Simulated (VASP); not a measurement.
Computed with LDA (Ceperley-Alder, Perdew-Zunger), VASP's LDA PAW potentials (set 64) (plane waves; VASP 6.6.1).

The input files of a VASP run:

### POSCAR
```
AlNi
1
    2.8597100000     0.0000000000     0.0000000000
    0.0000000000     2.8597100000     0.0000000000
    0.0000000000     0.0000000000     2.8597100000
Al Ni
1 1
Direct
  0.5000000000   0.5000000000   0.5000000000
  0.0000000000   0.0000000000   0.0000000000
```

### KPOINTS
```
Automatic mesh
0
Gamma
11 11 11
0 0 0
```

INCAR:
```
ALGO = Normal
EDIFF = 1E-6
EDIFFG = -0.01
ENCUT = 400
IBRION = 2
ISIF = 3
ISMEAR = 1
LASPH = .TRUE.
LCHARG = .FALSE.
LMAXMIX = 4
LREAL = .FALSE.
LWAVE = .FALSE.
NELM = 100
NSW = 60
PREC = Accurate
SIGMA = 0.1
SYSTEM = AlNi
```

POTCAR, in this order: Al Ni (LDA.64 set). Program: vasp_std.

The resulting files:

### OUTCAR
```
 ion  position               nearest neighbor table
   1  0.500  0.500  0.500-   2 2.48   2 2.48   2 2.48   2 2.48   2 2.48   2 2.48   2 2.48   2 2.48
  LATTYP: Found a simple cubic cell.
 ALAT       =     2.8597100000
 Subroutine PRICEL returns:
 Original cell was already a primitive cell.
 Subroutine GETGRP returns: Found 48 space group operations
The static configuration has the point symmetry O_h .
The dynamic configuration has the point symmetry O_h .
 Subroutine INISYM returns: Found 48 space group operations
 Subroutine IBZKPT returns following result:
 Found     56 irreducible k-points:

 Following reciprocal coordinates:
            Coordinates               Weight
  0.000000  0.000000  0.000000      1.000000
  0.090909  0.000000  0.000000      6.000000
  0.181818  0.000000  0.000000      6.000000
  0.272727  0.000000  0.000000      6.000000
  0.363636  0.000000  0.000000      6.000000
  0.454545  0.000000  0.000000      6.000000
  0.090909  0.090909  0.000000     12.000000
  0.181818  0.090909  0.000000     24.000000
  0.272727  0.090909  0.000000     24.000000
  0.363636  0.090909  0.000000     24.000000
  0.454545  0.090909  0.000000     24.000000
  0.181818  0.181818  0.000000     12.000000
  0.272727  0.181818  0.000000     24.000000
  0.363636  0.181818  0.000000     24.000000
  0.454545  0.181818  0.000000     24.000000
  0.272727  0.272727  0.000000     12.000000
  0.363636  0.272727  0.000000     24.000000
  0.454545  0.272727  0.000000     24.000000
  0.363636  0.363636  0.000000     12.000000
  0.454545  0.363636  0.000000     24.000000
  0.454545  0.454545  0.000000     12.000000
  0.090909  0.090909  0.090909      8.000000
  0.181818  0.090909  0.090909     24.000000
  0.272727  0.090909  0.090909     24.000000
  0.363636  0.090909  0.090909     24.000000
  0.454545  0.090909  0.090909     24.000000
  0.181818  0.181818  0.090909     24.000000
  0.272727  0.181818  0.090909     48.000000
  0.363636  0.181818  0.090909     48.000000
  0.454545  0.181818  0.090909     48.000000
  0.272727  0.272727  0.090909     24.000000
  0.363636  0.272727  0.090909     48.000000
  0.454545  0.272727  0.090909     48.000000
  0.363636  0.363636  0.090909     24.000000
  0.454545  0.363636  0.090909     48.000000
  0.454545  0.454545  0.090909     24.000000
  0.181818  0.181818  0.181818      8.000000
  0.272727  0.181818  0.181818     24.000000
  0.363636  0.181818  0.181818     24.000000
  0.454545  0.181818  0.181818     24.000000
   k-points           NKPTS =     56   k-points in BZ     NKDIM =     56   number of bands    NBANDS=     10
   number of dos      NEDOS =    301   number of ions     NIONS =      2
   total plane-waves  NPLWV =   8000
   dimension x,y,z NGX =    20 NGY =   20 NGZ =   20
   dimension x,y,z NGXF=    40 NGYF=   40 NGZF=   40
   ions per type =               1   1
   PREC   = accura    normal or accurate (medium, high low for compatibility)
   ISTART =      0    job   : 0-new  1-cont  2-samecut
   ICHARG =      2    charge: 1-file 2-atom 10-const
   ISPIN  =      1    spin polarized calculation?
   LNONCOLLINEAR =      F non collinear calculations
   LSORBIT =      F    spin-orbit coupling
   INIWAV =      1    electr: 0-lowe 1-rand  2-diag
   ENCUT  =  400.0 eV  29.40 Ry    5.42 a.u.   4.66  4.66  4.66*2*pi/ulx,y,z
   NELM   =    100;   NELMIN=  2; NELMDL= -5     # of ELM steps
   EDIFF  = 0.1E-05   stopping-criterion for ELM
   LREAL  =      F    real-space projection
   NLSPLINE    = F    spline interpolate recip. space projectors
   LMAXMIX     =    4 max onsite mixed and CHGCAR
   VOSKOWN=      0    Vosko Wilk Nusair interpolation
...
```

OSZICAR:
```
       N       E                     dE             d eps       ncg     rms          rms(c)
DAV:   1     0.326260449956E+02    0.32626E+02   -0.48379E+03  1152   0.111E+03
DAV:   2    -0.125346474146E+02   -0.45161E+02   -0.42894E+02  1132   0.190E+02
DAV:   3    -0.135815852479E+02   -0.10469E+01   -0.10385E+01  1316   0.377E+01
DAV:   4    -0.135981444703E+02   -0.16559E-01   -0.16552E-01  1276   0.434E+00
DAV:   5    -0.135985965079E+02   -0.45204E-03   -0.45203E-03  1302   0.746E-01    0.118E+01
DAV:   6    -0.152385921836E+02   -0.16400E+01   -0.54203E+01  1238   0.130E+02    0.148E+01
DAV:   7    -0.122102419855E+02    0.30284E+01   -0.15812E+01  1236   0.779E+01    0.108E+00
DAV:   8    -0.122003472192E+02    0.98948E-02   -0.38538E-01  1380   0.773E+00    0.104E+00
DAV:   9    -0.121846864970E+02    0.15661E-01   -0.56737E-02  1306   0.395E+00    0.169E-01
DAV:  10    -0.121842898023E+02    0.39669E-03   -0.11869E-03  1266   0.540E-01    0.816E-02
DAV:  11    -0.121842870662E+02    0.27361E-05   -0.36079E-05  1378   0.651E-02    0.283E-02
DAV:  12    -0.121842864775E+02    0.58869E-06   -0.28073E-06   878   0.321E-02
   1 F= -.12184286E+02 E0= -.12184089E+02  d E =-.121843E+02
       N       E                     dE             d eps       ncg     rms          rms(c)
DAV:   1    -0.128403010879E+02   -0.65601E+00   -0.81101E+00  1224   0.541E+01    0.755E+00
DAV:   2    -0.134756022768E+02   -0.63530E+00   -0.22928E+01  1268   0.857E+01    0.886E+00
DAV:   3    -0.121946533730E+02    0.12809E+01   -0.75578E+00  1236   0.530E+01    0.805E-01
DAV:   4    -0.121925890044E+02    0.20644E-02   -0.89391E-02  1216   0.316E+00    0.712E-01
DAV:   5    -0.121872833622E+02    0.53056E-02   -0.17874E-02  1438   0.204E+00    0.160E-01
DAV:   6    -0.121872040052E+02    0.79357E-04   -0.73036E-04  1240   0.421E-01    0.512E-02
DAV:   7    -0.121871987147E+02    0.52905E-05   -0.33098E-05  1536   0.847E-02    0.164E-02
DAV:   8    -0.121871979916E+02    0.72313E-06   -0.58083E-06   980   0.403E-02
   2 F= -.12187198E+02 E0= -.12186928E+02  d E =-.291151E-02
       N       E                     dE             d eps       ncg     rms          rms(c)
DAV:   1    -0.123124192840E+02   -0.12522E+00   -0.15827E+00  1202   0.248E+01    0.308E+00
DAV:   2    -0.124099502154E+02   -0.97531E-01   -0.38582E+00  1240   0.352E+01    0.382E+00
DAV:   3    -0.121982028026E+02    0.21175E+00   -0.15712E+00  1260   0.223E+01    0.610E-01
DAV:   4    -0.121937189026E+02    0.44839E-02   -0.16244E-02  1296   0.201E+00    0.874E-02
DAV:   5    -0.121936203560E+02    0.98547E-04   -0.35556E-04  1238   0.185E-01    0.318E-02
DAV:   6    -0.121936246544E+02   -0.42984E-05   -0.17120E-05  1222   0.575E-02    0.130E-02
DAV:   7    -0.121936258818E+02   -0.12274E-05   -0.39542E-06   604   0.264E-02    0.488E-03
DAV:   8    -0.121936257653E+02    0.11648E-06   -0.13444E-06   564   0.233E-02
   3 F= -.12193626E+02 E0= -.12193392E+02  d E =-.933929E-02
```

### OUTCAR
```
------------------------ aborting loop because EDIFF is reached ----------------------------------------
  FORCE on cell =-STRESS in cart. coord.  units (eV):
  Direction    XX          YY          ZZ          XY          YZ          ZX
  --------------------------------------------------------------------------------------
  Total        0.0090579      0.0090579      0.0090579     -0.0000000      0.0000000      0.0000000
  in kB        0.6375548      0.6375548      0.6375548     -0.0000000      0.0000000      0.0000000
  external PRESSURE =       0.6375548 kB  Pullay stress =       0.0000000 kB
  volume of cell :       22.76
      direct lattice vectors                 reciprocal lattice vectors
     2.834043105 -0.000000000 -0.000000000     0.352852784 -0.000000000  0.000000000
     0.000000000  2.834043105 -0.000000000     0.000000000  0.352852784 -0.000000000
    -0.000000000  0.000000000  2.834043105     0.000000000  0.000000000  0.352852784
 POSITION                                       TOTAL-FORCE (eV/Angst)
 -----------------------------------------------------------------------------------
      1.41702      1.41702      1.41702        -0.000000     -0.000000      0.000000
      0.00000      0.00000      0.00000         0.000000      0.000000      0.000000
 -----------------------------------------------------------------------------------
    total drift:                               -0.000000      0.000000      0.000000
  FREE ENERGIE OF THE ION-ELECTRON SYSTEM (eV)
  ---------------------------------------------------
  free  energy   TOTEN  =       -12.1936257653 eV

  energy  without entropy=      -12.1929250429  energy(sigma->0) =      -12.19339219

 reached required accuracy - stopping structural energy minimisation
```
(Selected blocks of OUTCAR.)

CONTCAR:
```
AlNi
   1.00000000000000
     2.8340431052302431   -0.0000000000000000   -0.0000000000000000
     0.0000000000000000    2.8340431052302431   -0.0000000000000000
    -0.0000000000000000    0.0000000000000000    2.8340431052302431
  Al              Ni
     1     1
Direct
     0.5000000000000000    0.5000000000000000    0.5000000000000000
     0.0000000000000000    0.0000000000000000    0.0000000000000000
```

OUTCAR:
```
 val. band max:       10.3149201198   @ k =   0.3636   0.1818   0.0909

 cond. band min:      10.4365480811   @ k =   0.3636   0.2727   0.0909


 Fermi energy:        10.4266089299

 k-point     1 :       0.0000    0.0000    0.0000
  band No.  band energies     occupation
      1      -1.0304      2.00000
      2       6.9404      2.00000
      3       6.9404      2.00000
      4       8.7616      2.00000
      5       8.7616      2.00000
      6       8.7616      2.00000
      7      16.0974      0.00000
      8      16.0974      0.00000
      9      16.0974      0.00000
     10      18.8037      0.00000

 k-point     2 :       0.0909    0.0000    0.0000
  band No.  band energies     occupation
      1      -0.8731      2.00000
      2       6.9304      2.00000
      3       6.9782      2.00000
      4       8.6917      2.00000
      5       8.6917      2.00000
      6       8.7690      2.00000
      7      14.6734      0.00000
      8      16.3043      0.00000
      9      16.3043      0.00000
     10      18.8059      0.00000

 k-point     3 :       0.1818    0.0000    0.0000
  band No.  band energies     occupation
      1      -0.4050      2.00000
      2       6.8345      2.00000
      3       7.0817      2.00000
      4       8.5152      2.00000
      5       8.5152      2.00000
      6       8.7896      2.00000
      7      12.6164      0.00000
      8      16.8945      0.00000
      9      16.8945      0.00000
     10      18.8127      0.00000

 k-point     4 :       0.2727    0.0000    0.0000
  band No.  band energies     occupation
      1       0.3611      2.00000
      2       6.4296      2.00000
      3       7.2218      2.00000
      4       8.3028      2.00000
      5       8.3028      2.00000
      6       8.8166      2.00000
      7      10.9690     -0.00000
      8      17.8003      0.00000
      9      17.8003      0.00000
     10      18.8221      0.00000

 k-point     5 :       0.3636    0.0000    0.0000
...
```

Energy and stress use the plane-wave basis of the starting cell.

The structure comes from a computed database's AlNi entry (Pm-3m); how it stands against other phases isn't given here. This run relaxes it. Symmetry was kept, so distortions that lower it aren't found. The run is not spin-polarised, so no magnetic state was tried. The electron count is odd and the run is not spin-polarised, which forces a metal.
